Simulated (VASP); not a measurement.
The system is SnTe.

```
CELL_PARAMETERS angstrom
0.00000 3.15085 3.15085
3.15085 0.00000 3.15085
3.15085 3.15085 0.00000
ATOMIC_POSITIONS crystal
Sn 0.00000 0.00000 0.00000
Te 0.50000 0.50000 0.50000
```

| Item | Value |
| --- | --- |
| Program | VASP 6.6.1 |
| Task | relaxation of cell and atoms |
| Functional | PBE |
| Potentials or basis | VASP PAW PBE potentials, release 64 (Sn_d, Te) |
| Cutoff | 600 eV |
| k mesh | 10 × 10 × 10 |
| Occupations | gaussian, width 0.1 eV |
| Spin | no spin polarisation |

At the start: pressure 2.3 GPa; volume 31.28 Å³/atom.

Problem. How do energy, volume and symmetry change on relaxing?

Solution. Over 3 steps the energy falls by 11.1 meV/atom and the volume is 32.90 Å³/atom (+5.2 %); space group Fm-3m (No. 225, to 0.05 Å).

Step by step:
| step | energy change (eV) | largest force (eV/Å) | pressure (GPa) | volume (Å³) |
| --- | --- | --- | --- | --- |
| 1 | 0.0000 | 0.0000 | 2.30 | 62.56 |
| 2 | -0.0207 | 0.0000 | -0.53 | 66.72 |
| 3 | -0.0223 | 0.0000 | 0.00 | 65.81 |

Final structure:
```
Sn Te
1.0
     0.00000    3.20442    3.20442
     3.20442    0.00000    3.20442
     3.20442    3.20442    0.00000
Sn Te
1 1
Direct
  0.00000 0.00000 0.00000
  0.50000 0.50000 0.50000
```
